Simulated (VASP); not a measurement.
The system is WSe2.

```xyz
6
Lattice="3.2900 0.0000 0.0000 -1.6450 2.8492 0.0000 0.0000 0.0000 12.9700" Properties=species:S:1:pos:R:3 pbc="T T T"
W     0.0000    1.8995    3.2425
W     1.6450    0.9497    9.7275
Se    0.0000    1.8995    8.0544
Se    1.6450    0.9497    1.5694
Se    0.0000    1.8995   11.4006
Se    1.6450    0.9497    4.9156
```

* Program: VASP 6.6.1
* Task: relaxation of cell and atoms
* Functional: LDA
* Potentials or basis: VASP PAW LDA potentials, release 64 (W_sv, Se)
* Cutoff: 600 eV
* k mesh: 9 × 9 × 2
* Occupations: gaussian, width 0.03 eV
* Spin: no spin polarisation

At the start: pressure -3.3 GPa; volume 20.26 Å³/atom.

Task: How do energy, volume and symmetry change on relaxing?

Result: Over 11 steps the energy falls by 5.4 meV/atom and the volume is 19.62 Å³/atom (-3.2 %); space group P6_3/mmc (No. 194, to 0.05 Å).

Step by step:
| step | energy change (eV) | largest force (eV/Å) | pressure (GPa) | volume (Å³) |
| --- | --- | --- | --- | --- |
| 1 | 0.0000 | 0.2611 | -3.28 | 121.58 |
| 2 | 0.0947 | 1.0276 | 7.47 | 114.42 |
| 3 | -0.0273 | 0.1251 | -0.14 | 119.22 |
| 4 | -0.0273 | 0.1335 | -0.08 | 119.17 |
| 5 | -0.0312 | 0.0314 | -0.03 | 118.66 |
| 6 | -0.0311 | 0.0279 | -0.03 | 118.64 |
| 7 | -0.0314 | 0.0212 | -0.04 | 118.58 |
| 8 | -0.0319 | 0.0030 | -0.13 | 118.39 |
| 9 | -0.0322 | 0.0332 | -0.30 | 118.00 |
| 10 | -0.0323 | 0.0269 | -0.24 | 117.93 |
| 11 | -0.0324 | 0.0058 | -0.05 | 117.69 |

Final structure:
```
W Se
1.0
     3.25554    0.00000    0.00000
    -1.62777    2.81938    0.00000
     0.00000    0.00000   12.82275
W Se
2 4
Direct
  0.33333 0.66667 0.25000
  0.66667 0.33333 0.75000
  0.33333 0.66667 0.61973
  0.66667 0.33333 0.11973
  0.33333 0.66667 0.88027
  0.66667 0.33333 0.38027
```
